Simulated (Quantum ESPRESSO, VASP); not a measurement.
Input for VASP

File POSCAR:
```
Lu2Ga3Cu
1
    4.2819800000     0.0000000000     0.0000000000
   -2.1409900000     3.7083030000     0.0000000000
    0.0000000000     0.0000000000     6.9799700000
Lu Ga Cu
2 3 1
Direct
  0.6666670000   0.3333330000   0.7301800000
  0.6666670000   0.3333330000   0.2615300000
  0.0000000000   0.0000000000   0.4756900000
  0.0000000000   0.0000000000   0.0467300000
  0.3333330000   0.6666670000   0.9471500000
  0.3333330000   0.6666670000   0.5387100000
```

File KPOINTS:
```
Automatic mesh
0
Gamma
6 6 3
0 0 0
```

### INCAR
```
ALGO = Normal
EDIFF = 1E-6
ENCUT = 300
GGA = PS
ISIF = 2
ISMEAR = 0
LASPH = T
LCHARG = F
LMAXMIX = 6
LREAL = F
LWAVE = F
NELM = 100
PREC = Accurate
SIGMA = 0.136
SYSTEM = Lu2Ga3Cu
```

POTCAR, in this order: Lu_3 Ga_d Cu (PBE.64 set). Program: vasp_std.

Problem. Translate it to Quantum ESPRESSO.

Solution. One input that does it (PBEsol, PSlibrary PAW (PBE) pseudopotentials):
```
&CONTROL
  calculation = 'scf'
  prefix = 'run'
  outdir = './work'
  pseudo_dir = './'
  tprnfor = .true.
  tstress = .true.
/
&SYSTEM
  ibrav = 0
  nat = 6
  ntyp = 3
  ecutwfc = 70
  ecutrho = 560
  occupations = 'smearing'
  smearing = 'gauss'
  degauss = 0.0099958
  input_dft = 'pbesol'
/
&ELECTRONS
  conv_thr = 1.0d-10
  mixing_beta = 0.5
/
ATOMIC_SPECIES
Lu   174.9668  Lu.pbe-spdn-kjpaw_psl.1.0.0.UPF
Ga    69.7230  Ga.pbe-dn-kjpaw_psl.1.0.0.UPF
Cu    63.5460  Cu.pbe-dn-kjpaw_psl.1.0.0.UPF
CELL_PARAMETERS {angstrom}
   4.2819797353     0.0000000000     0.0000000000
  -2.1409898676     3.7083032293     0.0000000000
   0.0000000000     0.0000000000     6.9799700000
ATOMIC_POSITIONS {crystal}
Lu    0.6666666667    0.3333333333    0.7301800000
Lu    0.6666666667    0.3333333333    0.2615300000
Ga    0.0000000000    0.0000000000    0.4756900000
Ga    0.0000000000    0.0000000000    0.0467300000
Ga    0.3333333333    0.6666666667    0.9471500000
Cu    0.3333333333    0.6666666667    0.5387100000
K_POINTS {automatic}
6 6 3  0 0 0
```
The two runs describe the same crystal, functional and task. Each code takes its own potentials, basis and convergence tests.

The structure comes from a computed database's Lu2Ga3Cu entry (P3m1); how it stands against other phases isn't given here. The cell was not relaxed at this level, and it may have been scaled.
